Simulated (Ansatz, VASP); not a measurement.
# Cross-check of TaN between VASP and Ansatz

Wanted: the spread between two codes on one cell, functional and k mesh. The cell is taken from a series of VASP runs on this material, whose earlier steps may have relaxed, scaled or displaced it; both programs get it as it stands.

Method: plane waves, with VASP 6.6.1 beside it; relaxation of cell and atoms at LDA and zone-centre phonons at LDA, in Ansatz 0.2.0.

## (1) Starting point

The structure is cubic, space group Fm-3m (No. 225). Conventional cell: a = 4.356 Å, b = 4.356 Å, c = 4.356 Å, α = 90.00°, β = 90.00°, γ = 90.00°. Ta has 6 N at 2.18 Å nearest. N has 6 Ta at 2.18 Å nearest. Farther neighbours and most contacts between anions are not listed.

Structure file:

```xyz
2
Lattice="0.0000 2.1780 2.1780 2.1780 0.0000 2.1780 2.1780 2.1780 0.0000" Properties=species:S:1:pos:R:3 pbc="T T T"
Ta    2.1780    2.1780    2.1780
N     0.0000    0.0000    0.0000
```

## (2) VASP: relaxation of cell and atoms, LDA

The relaxed volume is the usual yardstick between codes: its relative difference is about their pressure difference at one cell divided by the bulk modulus.

Lines of VASP's logs that name or quote its potential files are left out, and so is its time.

INCAR

```
SYSTEM = TaN
PREC = Accurate
ENCUT = 560
EDIFF = 1E-07
NELM = 100
ISMEAR = 1
SIGMA = 0.15
LREAL = .FALSE.
ALGO = Normal
GGA = CA
NBANDS = 14
LASPH = .TRUE.
LORBIT = 11
LWAVE = .FALSE.
LCHARG = .FALSE.
KPAR = 4
IBRION = 2
NSW = 50
ISIF = 3
EDIFFG = -0.003
```

POSCAR

```
TaN
1.0
    0.0000000000      2.1779705910      2.1779705910
    2.1779705910      0.0000000000      2.1779705910
    2.1779705910      2.1779705910      0.0000000000
Ta N
1 1
Direct
    0.5000000000      0.5000000000      0.5000000000
    0.0000000000      0.0000000000      0.0000000000
```

KPOINTS

```
Automatic mesh
0
Gamma
18 18 18
0 0 0
```

Potentials, in the order of the species: Ta_pv and N (LDA family, release 64).

Launch:

```sh
$ mpirun -np 4 vasp_std
```

Numbers of over 12 decimals in the logs are rounded to 6 here.

Log:

```text
[banner, memory and clock lines left out]
running    4 mpi-ranks, on    1 nodes
 distrk:  each k-point on    1 cores,    4 groups
 distr:  one band on    1 cores,    1 groups

 POSCAR found type information on POSCAR TaN
 POSCAR found :  2 types and       2 ions
 LDA part: xc-table for (Slater(with rela. corr.)+CA(PZ))
 , standard interpolation
 POSCAR, INCAR and KPOINTS ok, starting setup
 FFT: planning ... GRIDC
 FFT: planning ... GRID_SOFT
 FFT: planning ... GRID
 WAVECAR not read
 entering main loop
       N       E                     dE             d eps       ncg     rms          rms(c)
DAV:   1     0.914273868319E+02    0.91427E+02   -0.93648E+03  5482   0.128E+03
DAV:   2    -0.241450800587E+02   -0.11557E+03   -0.10904E+03  6708   0.321E+02
DAV:   3    -0.271620403715E+02   -0.30170E+01   -0.29789E+01  6180   0.466E+01
DAV:   4    -0.271766567884E+02   -0.14616E-01   -0.14610E-01  6530   0.340E+00
DAV:   5    -0.271767640916E+02   -0.10730E-03   -0.10730E-03  6180   0.264E-01    0.254E+01
DAV:   6    -0.243013064073E+02    0.28755E+01   -0.65522E+00  5814   0.282E+01    0.107E+01
DAV:   7    -0.241918119913E+02    0.10949E+00   -0.37622E-01  6942   0.553E+00    0.721E+00
DAV:   8    -0.241532245882E+02    0.38587E-01   -0.12635E-01  6618   0.319E+00    0.119E+00
DAV:   9    -0.241499891457E+02    0.32354E-02   -0.93726E-03  6294   0.843E-01    0.277E-01
DAV:  10    -0.241498119666E+02    0.17718E-03   -0.42679E-04  7310   0.257E-01    0.784E-02
DAV:  11    -0.241497958562E+02    0.16110E-04   -0.37612E-05  5880   0.666E-02    0.145E-02
DAV:  12    -0.241497956807E+02    0.17547E-06   -0.20643E-06  7014   0.136E-02    0.307E-03
DAV:  13    -0.241497956704E+02    0.10357E-07   -0.58044E-08  4164   0.230E-03
   1 F= -.24149796E+02 E0= -.24149597E+02  d E =-.241498E+02
 curvature:   0.00 expect dE= 0.000E+00 dE for cont linesearch  0.000E+00
 trial: gam= 0.00000 g(F)=  0.184E-60 g(S)=  0.941E-06 ort = 0.000E+00 (trialstep = 0.100E+01)
 search vector abs. value=  0.941E-06
 reached required accuracy - stopping structural energy minimisation
```

Parts of OUTCAR (step 2):

```text
ion  position               nearest neighbor table
   1  0.500  0.500  0.500-   2 2.18   2 2.18   2 2.18   2 2.18   2 2.18   2 2.18
   2  0.000  0.000  0.000-   1 2.18   1 2.18   1 2.18   1 2.18   1 2.18   1 2.18

  LATTYP: Found a face centered cubic cell.
 ALAT       =     4.3559411820

 Subroutine GETGRP returns: Found 48 space group operations
 (whereof 48 operations were pure point group operations)

The static configuration has the point symmetry O_h .

 Found    195 irreducible k-points:

   k-points           NKPTS =    195   k-points in BZ     NKDIM =    195   number of bands    NBANDS=     14

   dimension x,y,z NGX =    24 NGY =   24 NGZ =   24
   dimension x,y,z NGXF=    48 NGYF=   48 NGZF=   48

   ENCUT  =  560.0 eV  41.16 Ry    6.42 a.u.   5.94  5.94  5.94*2*pi/ulx,y,z

   NELECT =      16.0000    total number of electrons

 k-points in reciprocal lattice and weights: Automatic mesh
   0.00000000  0.00000000  0.00000000       0.000
   0.05555556  0.00000000  0.00000000       0.001
   0.11111111  0.00000000  0.00000000       0.001
   0.16666667  0.00000000  0.00000000       0.001
   0.22222222  0.00000000  0.00000000       0.001
   0.27777778  0.00000000  0.00000000       0.001
   0.33333333  0.00000000  0.00000000       0.001
   0.38888889  0.00000000  0.00000000       0.001
   0.44444444  0.00000000  0.00000000       0.001
[...]
-0.27777778  0.44444444  0.22222222       0.004
  -0.27777778  0.50000000  0.22222222       0.002

 average (electrostatic) potential at core
       1 -34.8592       2 -60.6941

 E-fermi :   9.7450

 k-point     1 :       0.0000    0.0000    0.0000
  band No.  band energies     occupation
    ...
      8       7.5172      2.00000
      9       7.5172      2.00000
     10       7.5172      2.00000
     11       9.7343      1.12000
     12       9.7343      1.12000
     13      11.7138     -0.00000
     14      19.2267      0.00000

 k-point     2 :       0.0556    0.0000    0.0000
  band No.  band energies     occupation
    ...
      6       5.5850      2.00000
      7       5.5850      2.00000
      8       7.6516      2.00000
      9       7.6516      2.00000
     10       7.7259      2.00000
     11      10.0691     -0.00920
     12      10.0691     -0.00920
     13      11.9351     -0.00000
     14      19.4691      0.00000

 k-point     3 :       0.1111    0.0000    0.0000
  band No.  band energies     occupation
    ...
      6       4.9477      2.00000
      7       4.9477      2.00000
      8       7.9650      2.00000
      9       7.9650      2.00000
     10       8.0573      2.00000
     11      10.9019     -0.00000
     12      10.9019     -0.00000
     13      12.5220     -0.00000
     14      20.1543      0.00000

  Total        0.0036066      0.0036066      0.0036066      0.0000000     -0.0000000      0.0000000
  in kB        0.2796543      0.2796543      0.2796543      0.0000000     -0.0000000      0.0000000
  external PRESSURE =       0.2796543 kB  Pullay stress =       0.0000000 kB

  energy-cutoff  :      560.00
  volume of cell :       20.66
      direct lattice vectors                 reciprocal lattice vectors
     0.000000000  2.177970591  2.177970591    -0.229571511  0.229571511  0.229571511
     2.177970591  0.000000000  2.177970591     0.229571511 -0.229571511  0.229571511
     2.177970591  2.177970591  0.000000000     0.229571511  0.229571511 -0.229571511

 POSITION                                       TOTAL-FORCE (eV/Angst)
 -----------------------------------------------------------------------------------
      2.17797      2.17797      2.17797         0.000000     -0.000000      0.000000
      0.00000      0.00000      0.00000        -0.000000      0.000000     -0.000000
 -----------------------------------------------------------------------------------
    total drift:                                0.000000     -0.000000     -0.000000

  FREE ENERGIE OF THE ION-ELECTRON SYSTEM (eV)
  ---------------------------------------------------
  free  energy   TOTEN  =       -24.1497956704 eV

  energy  without entropy=      -24.1491982899  energy(sigma->0) =      -24.14959654

 reached required accuracy - stopping structural energy minimisation

 total charge
# of ion       s       p       d       tot
------------------------------------------
    1        0.281   6.238   2.516   9.035
    2        1.215   2.535   0.000   3.751
--------------------------------------------------
tot          1.496   8.773   2.516  12.785

[... 3 further parts left out ...]
```

## (3) Ansatz: relaxation of cell and atoms, LDA

Ansatz runs on its default PAW (the set named soft_2) files.

The same cell, functional (in two slightly different forms), mesh and smearing now go to Ansatz, which takes its cutoff from its data sets.

input.yaml

```yaml
crystal:
  lattice:
    - [0.0, 2.177970591, 2.177970591]
    - [2.177970591, 0.0, 2.177970591]
    - [2.177970591, 2.177970591, 0.0]
  atoms:
    - { symbol: Ta, position: [0.5, 0.5, 0.5] }
    - { symbol: "N", position: [0.0, 0.0, 0.0] }
hamiltonian:
  xc: lda
  pseudopotentials: { kind: paw }
kpoints:
  mp_grid: { grid: [18, 18, 18] }
scf:
  occupations: { method: methfessel_paxton, width: 0.15 }
relax:
  f_tol: 0.01
  max_steps: 60
  cell: { stress_tol: 0.05 }
output:
  forces: true
  stress: true
```

Launch:

```sh
$ ansatz run input.yaml --threads 4 --pin off --max-ram 9216MiB --backend cpu --events-out ev --progress --plain --runs-dir out
```

Log:

```text
Engine: ansatz 0.2.0, aarch64-unknown-linux-gnu
Pseudopotentials: kind: paw
Pseudopotential: Ta, paw, valence charge 13, recommended cutoff 420 eV (normal), Ta.paw.azcp
Pseudopotential: N, paw, valence charge 5, recommended cutoff 420 eV (normal), N.paw.azcp
Functional definition: SPW92
  exchange = slater_x
  correlation = pw_c
Crystal: 2 atoms, lattice volume = 20.663 Å³
Basis set: ecut = 420 eV, 411 PW (Γ)
Bands: 13, of which v1, the nominal top of the filled ones, is band 9 counted from 1 (8 counted from 0)
Symmetry: 48 space group operations
Space group: Fm-3m (ITA 225), of the structure as read, at distance tolerance 2.7e-5 Å
k-points: 195 of 5832
Non-local potential: Ta, projectors of the file, l = 0: 3, l = 1: 2, l = 2: 2, l = 3: 1
Non-local potential: N, projectors of the file, l = 0: 2, l = 1: 2, l = 2: 1
PAW form: soft (Blöchl's): semilocal exchange-correlation on the pseudo side does not see the compensation charge
PAW frozen core: Ta, regenerated for the run's functional, and the local potential with it (the file was generated under x = pbe(κ = 0.804, μ = 0.219515), c = pbe(β = 0.066725))
PAW frozen core: N, regenerated for the run's functional, and the local potential with it (the file was generated under x = pbe(κ = 0.804, μ = 0.219515), c = pbe(β = 0.066725))
PAW one-centre angular grid: Ta, 590 points (default); XC on 64 Gauss nodes
PAW one-centre angular grid: N, 110 points (default); XC on 64 Gauss nodes
Initial density: superposition of atomic densities (neutral atoms: chi_scale 0, normalization atom), corrected by the library's trained network
Initial wavefunctions: pseudopotential atomic-orbital guess
Functional: x = slater, c = lda
SCF iter   1: F=—  HF=-10058.714292 eV  |F-HF|=—  |Δ(HF+E_count)|=         —  Δρ=1.23e-2  dr2=3.50e-2  ethr=1.77e-3  ⟨swp⟩=5.3  Hψ=29756  notcnv=0  defer=63
automatic band count: the SCF goes on with 17 bands, as 13 were too few: the levels above may hold too much charge
preconditioner: auto → none  [metal: Δε(μ)=0.030 eV  Ē_g=15.767 eV  σ=0.150 eV  W_gap=0.17  n_scr=8 (ndim 8)  ℏωp=25.8 eV  f_vac=0.000  D(μ)=0.90/eV (n_scr^D=8)  sad-step TF]
SCF iter   2: F=—  HF=-10058.710235 eV  |F-HF|=—  |Δ(HF+E_count)|=   4.06e-3  S|Δr|=    0.00e0  Δρ=8.75e-3  dr2=1.89e-2  ethr=1.95e-4  ⟨swp⟩=1.0  Hψ=4875  notcnv=0  defer=63
SCF iter   3: F=—  HF=-10058.705796 eV  |F-HF|=—  |Δ(HF+E_count)|=   4.44e-3  S|Δr|=    0.00e0  Δρ=1.53e-3  dr2=5.35e-4  ethr=1.05e-4  ⟨swp⟩=1.4  Hψ=3085  notcnv=0  defer=63
SCF iter   4: F=—  HF=-10058.705584 eV  |F-HF|=—  |Δ(HF+E_count)|=   2.12e-4  S|Δr|=    0.00e0  Δρ=2.08e-4  dr2=9.43e-6  ethr=2.97e-6  ⟨swp⟩=1.7  Hψ=3222  notcnv=0  defer=63
SCF iter   5: F=—  HF=-10058.705581 eV  |F-HF|=—  |Δ(HF+E_count)|=   3.31e-6  S|Δr|=    0.00e0  Δρ=2.49e-5  dr2=9.35e-8  ethr=5.56e-10  ⟨swp⟩=3.9  Hψ=12381  notcnv=0
SCF iter   6: F=-10058.705581 eV  HF=-10058.705581 eV  |F-HF|=1.22e-10  |Δ(HF+E_count)|=   2.15e-8  S|Δr|=    0.00e0  Δρ=3.11e-6  dr2=7.15e-10  ethr=5.20e-10  ⟨swp⟩=2.8  Hψ=9487  notcnv=0
SCF 1 converged in 6 iterations: F = -10058.705581 eV  dr2 = 7.15e-10
  greatest PAW one-centre occupation: 1.000 electrons in one spin orbital (limit 2), on the Ta atom at site 0 (counted from 0), in its partial waves of l = 0
relax step   1: F+E_penalty+E_count = -10058.70558101 eV  Δ(F+E_penalty+E_count) = +0.000e0 eV  max|allowed force component| = 1.433e-29 eV/Å  Δτ_max = 0.0000 Å  P = -2.005 GPa  Ω = 20.663 Å³  (6 SCF iters, dr2 threshold 1.00e-7 eV, accepted)
[...]
relax step   2: F+E_penalty+E_count = -10058.70677601 eV  Δ(F+E_penalty+E_count) = -1.195e-3 eV  max|allowed force component| = 1.413e-29 eV/Å  Δτ_max = 0.0000 Å  P = +0.823 GPa  Ω = 20.509 Å³  energy of the carried Pulay correction = +6.196e-4 eV  (4 SCF iters, dr2 threshold 2.00e-7 eV, accepted)
[...]
relax step   3: F+E_penalty+E_count = -10058.70670887 eV  Δ(F+E_penalty+E_count) = +6.714e-5 eV  max|allowed force component| = 6.738e-30 eV/Å  Δτ_max = 0.0000 Å  P = -0.005 GPa  Ω = 20.554 Å³  energy of the carried Pulay correction = +4.398e-4 eV  (3 SCF iters, dr2 threshold 2.00e-7 eV, accepted)
[...]
relax step   4: F+E_penalty+E_count = -10058.70630207 eV  Δ(F+E_penalty+E_count) = +4.068e-4 eV  max|allowed force component| = 1.095e-29 eV/Å  Δτ_max = 0.0000 Å  P = -0.039 GPa  Ω = 20.554 Å³  stress off target by 3.89e-2 GPa  SCF on the basis re-selected at this cell (its energy is not comparable with the rows above)  (4 SCF iters)
basis re-selected at this cell: Δ(F+E_penalty+E_count) = +4.068e-4 eV, ΔP = -0.034 GPa vs the last step (what re-selecting the basis moved, of the pressure what is left beyond the Pulay correction that the steps carried, after the strain that the cell walked since its last selection, with what the two solves' SCF thresholds leave and, on support functions, any second-order correction that the steps lacked; it is no m [...]
SCF converged after 4 iterations
Stability not checked: this state was not tested for a lower state beside it, because cold or Methfessel-Paxton smearing, or corrected tetrahedra, fill the levels in a way that the test cannot read (fill_not_monotonic; see scf.lower_state_search)
Free energy (F): -10058.706302 eV
Harris-Foulkes:  -10058.706302 eV  (|F-HF|=7.28e-12)
Internal energy: -10058.705678 eV  (E = F + TS)
E sigma→0 (E₀):  -10058.706146 eV
Entropy (-TS):   -0.000625 eV (-0.312 meV/atom)
Fermi energy:    22.134761 eV
--- Per-component energies (eV) ---
  E_band       = -36.842406
  E_kinetic    = 503.369207
  E_local      = -566.823926  (includes V_loc(G=0)·N_el)
  E_nonlocal   = 67.543940
  E_hartree    = 190.753604
  E_xc         = -278.701987
  E_vxc        = -283.161508  (∫ρ·V_xc dr)
  E_paw        = -8267.851005  (= ΣΔE_a)
  E_vpaw       = -139.277595  (= ΣTr[D̂ρ^β])
  E_aug_tail   = 0.000317  (compensation charges beyond the density's cutoff)
  E_ewald      = -1707.334774
  E_core_change = 0.338947  (= ΣΔE_core)
  E_smearing   = -0.000625  (= −TS)
  E_closure    = 0.000000  (closes the sum)
  Σ components = -10058.706302   (vs F -10058.706302, Δ=0.00e0)
--- Forces (eV/Å), atoms counted from 1 ---
  atom   1  Ta     0.00000000    -0.00000000    -0.00000000
  atom   2  N     -0.00000000     0.00000000     0.00000000
  max |Σ_I F_I| component: 2.02e-29 eV/Å
--- Stress (GPa, compression-positive) ---
       -0.038943      -0.000000      -0.000000
       -0.000000      -0.038943       0.000000
       -0.000000       0.000000      -0.038943
  P = ⅓ Tr σ = -0.0389 GPa (-0.389 kbar)
--- Relaxed structure (3 steps of the walk, 3 accepted, 1 SCFs on fresh bases) ---
  F+E_penalty+E_count = -10058.70630207 eV   max|allowed force component| = 1.095e-29 eV/Å   (the final SCF, on the basis selected at the relaxed cell)
  cell:  # Å, volume = 20.5536 Å³
    - [0, 2.174132, 2.174132]
    - [2.174132, 0, 2.174132]
    - [2.174132, 2.174132, 0]
  atoms:
    - { symbol: Ta, position: [0.5, 0.5, 0.5] }
    - { symbol: N, position: [0, 0, 0] }
```

It took 3.6 s on 4 threads of Arm Neoverse V1, shared host; peak memory 0.37 GiB; 13 s of CPU time.

## (4) Side by side

Known differences besides the potentials themselves: the two LDA forms differ slightly; both relaxations stop at a tolerance, which leaves soft axes loose, and VASP keeps its plane-wave basis; the data sets hold 18 valence electrons in Ansatz (default PAW (the set named soft_2) files) and 16 in VASP; the cutoff is 420 eV in Ansatz and 560 eV in VASP; VASP's log shows a relativistic correction to its local exchange, Ansatz's none; Ansatz adds a Pulay correction to the stress that steers its cell, VASP none. Total energies have different zeros and are not compared.

Compared:

```csv
quantity,Ansatz,VASP,difference
volume (Å³),20.55,20.66,-0.53 %
"edge a after relaxation, in the typed setting (Å)",3.075,3.080,-0.18 %
```

The walks stopped with -0.04 GPa left in Ansatz and 0.03 GPa in VASP; each walk ends within a tolerance, so the volume difference is uncertain by about these residues over the bulk modulus, most in soft cells.

[end of part 1 of 2]

[Lines on the potential files, build, host, timing and source positions are cut from VASP's logs without a mark.]

[Logs are printed without paths, hosts, clocks, repeated set-up lines and the standing remarks that a program may print on its own settings, such as how far it seeks lower states.]

[Hosts, paths, dates, database ids (printed as entryN), source tags and the programs' standing remarks are cut or masked in the printed files.]
